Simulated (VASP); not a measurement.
Output of a VASP run:

OSZICAR:
```
       N       E                     dE             d eps       ncg     rms          rms(c)
DAV:   1    -0.648895505909E+01   -0.64890E+01   -0.37680E+03   792   0.881E+02
DAV:   2    -0.511577485979E+02   -0.44669E+02   -0.43488E+02  1135   0.125E+02
DAV:   3    -0.526610026264E+02   -0.15033E+01   -0.14862E+01   909   0.284E+01
DAV:   4    -0.526740270074E+02   -0.13024E-01   -0.13021E-01   975   0.317E+00
DAV:   5    -0.526741306856E+02   -0.10368E-03   -0.10368E-03   918   0.287E-01    0.251E+00
DAV:   6    -0.513763955207E+02    0.12977E+01   -0.22725E-01   795   0.398E+00    0.184E+00
DAV:   7    -0.514344430733E+02   -0.58048E-01   -0.50396E-02   818   0.306E+00    0.800E-01
DAV:   8    -0.513807119653E+02    0.53731E-01   -0.84181E-02   803   0.315E+00    0.229E-01
DAV:   9    -0.514073123332E+02   -0.26600E-01   -0.11280E-02   800   0.105E+00    0.998E-02
DAV:  10    -0.514070454267E+02    0.26691E-03   -0.19296E-04   896   0.135E-01    0.630E-02
DAV:  11    -0.514099450371E+02   -0.28996E-02   -0.45054E-03   827   0.675E-01    0.121E-02
DAV:  12    -0.514103579823E+02   -0.41295E-03   -0.20334E-04   817   0.141E-01    0.172E-02
DAV:  13    -0.514103622483E+02   -0.42660E-05   -0.22956E-06   912   0.146E-02    0.165E-02
DAV:  14    -0.514104023817E+02   -0.40133E-04   -0.20172E-05   829   0.407E-02    0.588E-03
DAV:  15    -0.514104157668E+02   -0.13385E-04   -0.20345E-05   858   0.400E-02    0.152E-03
DAV:  16    -0.514104157342E+02    0.32610E-07   -0.39077E-07   399   0.557E-03
   1 F= -.51410416E+02 E0= -.51410416E+02  d E =-.514104E+02
```

**OUTCAR**
```
------------------------ aborting loop because EDIFF is reached ----------------------------------------
  FORCE on cell =-STRESS in cart. coord.  units (eV):
  Direction    XX          YY          ZZ          XY          YZ          ZX
  --------------------------------------------------------------------------------------
  Total       -0.0013502     -0.0059693     -0.0054626      0.0000000      0.0000000      0.0015298
  in kB       -0.0343526     -0.1518694     -0.1389790      0.0000000      0.0000000      0.0389210
  external PRESSURE =      -0.1084003 kB  Pullay stress =       0.0000000 kB
  volume of cell :       62.97
      direct lattice vectors                 reciprocal lattice vectors
     4.036271832 -2.177059731  0.012724632     0.124187382 -0.229667562 -0.098551536
     4.036271832  2.177059731  0.012724632     0.124187382  0.229667562 -0.098551536
     2.850737022  0.000000000  3.592288679    -0.000879795  0.000000000  0.279072244
 POSITION                                       TOTAL-FORCE (eV/Angst)
 -----------------------------------------------------------------------------------
      2.53189      0.00000      0.83855         0.006383      0.000000      0.002114
      8.39139      0.00000      2.77919        -0.006383      0.000000     -0.002114
 -----------------------------------------------------------------------------------
    total drift:                               -0.000000      0.000000     -0.000000
  FREE ENERGIE OF THE ION-ELECTRON SYSTEM (eV)
  ---------------------------------------------------
  free  energy   TOTEN  =       -51.4104157342 eV

  energy  without entropy=      -51.4104156728  energy(sigma->0) =      -51.41041570

 reached required accuracy - stopping structural energy minimisation
```
(Selected blocks of OUTCAR.)

### POSCAR
```
Sb
1
    4.0362718318    -2.1770597306     0.0127246318
    4.0362718318     2.1770597306     0.0127246318
    2.8507370223     0.0000000000     3.5922886790
Sb
2
Direct
  0.2317882386   0.2317882386   0.2317882386
  0.7682117614   0.7682117614   0.7682117614
```

### Question
Reconstruct the remaining input files.

### Answer
One answer among several that fit: the input of the run itself, r2SCAN meta-GGA, plane waves, VASP's PBE PAW potentials (set 64).

### INCAR
```
# general
SYSTEM  = Sb
PREC    = Accurate
ENCUT   = 500   # plane-wave cut-off (eV)
LREAL   = F   # projection in real space or not
LASPH   = T   # aspherical one-centre terms

# electronic loop
EDIFF   = 1E-6   # SCF stop (eV)
NELM    = 100   # most electronic steps
ALGO    = Normal   # blocked Davidson
LMAXMIX = 4   # l cut-off of mixed one-centre charges
LMIXTAU = T

# smearing
ISMEAR  = 0   # Gaussian
SIGMA   = 0.05   # width (eV)

# functional
METAGGA = R2SCAN

# ions
IBRION  = 2
NSW     = 40   # most ionic steps
ISIF    = 3
EDIFFG  = -0.02   # ionic stop

# output
LWAVE   = F
LCHARG  = F
```

**KPOINTS**
```
Regular mesh
0
Gamma
7 7 7
```

POTCAR, in this order: Sb (PBE.64 set). Program: vasp_std.

The compound is Sb in the a7 structure. It was relaxed first.
